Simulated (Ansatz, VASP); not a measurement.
# Ru (Ruthenium): VASP beside Ansatz, part 2 of 2

Aim: how closely do two programs agree when they are given the same cell, functional and k mesh? The cell is taken from a series of runs on this material, whose earlier steps may have relaxed, scaled, displaced or heated it; both programs get it as it stands.

VASP 6.6.1 and Ansatz 0.2.0.

So far: The starting structure; Ansatz: zone-centre phonons, LDA; VASP: zone-centre phonons, LDA.

## Step 3: VASP: zone-centre phonons, LDA (continued)

Level of this step: LDA; plane waves and PAW (Ru_pv) (VASP).

Numbers of over 12 decimals in the logs are rounded to 6 here.

From OUTCAR (step 3):

```text
ion  position               nearest neighbor table
   1  0.333  0.667  0.250-   2 2.68   2 2.68   2 2.68   2 2.68   2 2.68   2 2.68
   2  0.667  0.333  0.750-   1 2.68   1 2.68   1 2.68   1 2.68   1 2.68   1 2.68

  LATTYP: Found a hexagonal cell.
 ALAT       =     2.6528145183
 C/A-ratio  =     1.6559422920

 Subroutine GETGRP returns: Found 24 space group operations
 (whereof 12 operations were pure point group operations)

The static configuration has the point symmetry D_3d.
 The point group associated with its full space group is D_6h.

 Found    259 irreducible k-points:

   k-points           NKPTS =    259   k-points in BZ     NKDIM =    259   number of bands    NBANDS=     20

   dimension x,y,z NGX =    20 NGY =   20 NGZ =   32
   dimension x,y,z NGXF=    40 NGYF=   40 NGZF=   64

   ENCUT  =  500.0 eV  36.75 Ry    6.06 a.u.   4.84  4.84  8.01*2*pi/ulx,y,z

   NELECT =      28.0000    total number of electrons

 k-points in reciprocal lattice and weights: Automatic mesh
   0.00000000  0.00000000  0.00000000       0.000
   0.05555556 -0.00000000  0.00000000       0.002
   0.11111111 -0.00000000  0.00000000       0.002
   0.16666667 -0.00000000  0.00000000       0.002
   0.22222222 -0.00000000  0.00000000       0.002
   0.27777778  0.00000000  0.00000000       0.002
   0.33333333  0.00000000  0.00000000       0.002
   0.38888889  0.00000000  0.00000000       0.002
   0.44444444 -0.00000000  0.00000000       0.002
[...]
0.33333333  0.27777778  0.50000000       0.003
   0.33333333  0.33333333  0.50000000       0.001

 average (electrostatic) potential at core
       1 -67.2172       2 -67.2172

  Total        0.1390943      0.1390943     -3.6857611     -0.0000000      0.0000000      0.0000000
  in kB        8.3238357      8.3238357   -220.5673781     -0.0000000      0.0000000      0.0000000
  external PRESSURE =     -67.9732356 kB  Pullay stress =       0.0000000 kB

  energy-cutoff  :      500.00
  volume of cell :       26.77
      direct lattice vectors                 reciprocal lattice vectors
     2.652814518  0.000000000  0.000000000     0.376958130  0.217636878  0.000000000
    -1.326407259  2.297404764  0.000000000     0.000000000  0.435273756  0.000000000
     0.000000000  0.000000000  4.392907754     0.000000000  0.000000000  0.227639654

 POSITION                                       TOTAL-FORCE (eV/Angst)
 -----------------------------------------------------------------------------------
      0.00000      1.53160      1.09823        -0.000000     -0.000000      0.000000
      1.32641      0.76580      3.29468         0.000000      0.000000      0.000000
 -----------------------------------------------------------------------------------
    total drift:                                0.000002     -0.000001      0.000003

 Eigenvectors and eigenvalues of the dynamical matrix
 ----------------------------------------------------

   1 f  =    6.656765 THz    41.825690 2PiTHz  222.045790 cm-1    27.530157 meV
             X         Y         Z           dx          dy          dz
      0.000000  1.531603  1.098227     0.000000    0.000000   -0.707107
      1.326407  0.765802  3.294681    -0.000000    0.000000    0.707107

   2 f  =    5.743369 THz    36.086653 2PiTHz  191.578173 cm-1    23.752656 meV
             X         Y         Z           dx          dy          dz
      0.000000  1.531603  1.098227    -0.376482    0.598549    0.000000
      1.326407  0.765802  3.294681     0.376482   -0.598549    0.000000

   3 f  =    5.743369 THz    36.086653 2PiTHz  191.578173 cm-1    23.752656 meV
             X         Y         Z           dx          dy          dz
      0.000000  1.531603  1.098227    -0.598549   -0.376482   -0.000000
      1.326407  0.765802  3.294681     0.598549    0.376482   -0.000000

   4 f  =    0.000000 THz     0.000001 2PiTHz    0.000005 cm-1     0.000001 meV
             X         Y         Z           dx          dy          dz
      0.000000  1.531603  1.098227     0.039677    0.452245   -0.542126
      1.326407  0.765802  3.294681     0.039677    0.452245   -0.542126

   5 f  =    0.000000 THz     0.000000 2PiTHz    0.000002 cm-1     0.000000 meV
             X         Y         Z           dx          dy          dz
      0.000000  1.531603  1.098227    -0.196615   -0.514421   -0.443524
      1.326407  0.765802  3.294681    -0.196615   -0.514421   -0.443524

   6 f/i=    0.000000 THz     0.000000 2PiTHz    0.000002 cm-1     0.000000 meV
             X         Y         Z           dx          dy          dz
      0.000000  1.531603  1.098227    -0.678062    0.175628    0.096884
      1.326407  0.765802  3.294681    -0.678062    0.175628    0.096884

 ELASTIC MODULI CONTR FROM IONIC RELAXATION (kBar)
 Direction    XX          YY          ZZ          XY          YZ          ZX
 --------------------------------------------------------------------------------
 XX         -63.4607     63.4607      0.0000      0.0000     -0.0000     -0.0000
 YY          63.4607    -63.4607     -0.0000      0.0000      0.0000      0.0000
 ZZ           0.0000     -0.0000     -0.0000      0.0000     -0.0000     -0.0000
 XY           0.0000      0.0000      0.0000    -63.4607      0.0000      0.0000
 YZ          -0.0000      0.0000     -0.0000      0.0000     -0.0000     -0.0000
 ZX          -0.0000      0.0000     -0.0000      0.0000     -0.0000     -0.0000
 --------------------------------------------------------------------------------
```

## Step 4: Side by side

Known differences besides the potentials themselves: the two LDA forms differ slightly; the data sets hold 32 valence electrons in Ansatz (on its PAW soft_1 files) and 28 in VASP; the cutoff is 420 eV in Ansatz and 500 eV in VASP; VASP's log shows a relativistic correction to its local exchange, Ansatz's none. Total energies have different zeros and are not compared.

Both answers:

```
                  quantity  Ansatz   VASP  difference
optical mode 1 to 2 (cm⁻¹)   191.4  191.6     -0.10 %
     optical mode 3 (cm⁻¹)   219.6  222.0     -1.08 %
```

Modes are paired by rising frequency, not by their patterns, so a pair may set unlike modes beside each other; they are those without the splitting of longitudinal modes.

## Step 5: Summary of results

```json
{
  "r.m.s. difference of the optical zone-centre modes, each program's sorted by frequency (zone-centre phonons, LDA)": "1.4 cm⁻¹",
  "difference in optical mode 3 (zone-centre phonons, LDA)": "-1.1 %"
}
```

**Reading.** The r.m.s. difference of the optical zone-centre modes, each program's sorted by frequency is 1.4 cm⁻¹ (zone-centre phonons, LDA). The data sets hold unlike numbers of valence electrons (32 in Ansatz and 28 in VASP), so part of the differences comes from the potentials. Among the rows given in per cent, the largest difference of the zone-centre phonons, LDA pair is in optical mode 3, -1.1 %. How closely two codes agree says nothing of how well the functional describes the real material.

[Lines on the potential files, build, host, timing and source positions are cut from VASP's logs without a mark.]

[Logs are printed without paths, hosts, clocks, repeated set-up lines and the standing remarks that a program may print on its own settings, such as how far it seeks lower states.]

[Hosts, paths, dates, database ids (printed as entryN), source tags and the programs' standing remarks are cut or masked in the printed files.]
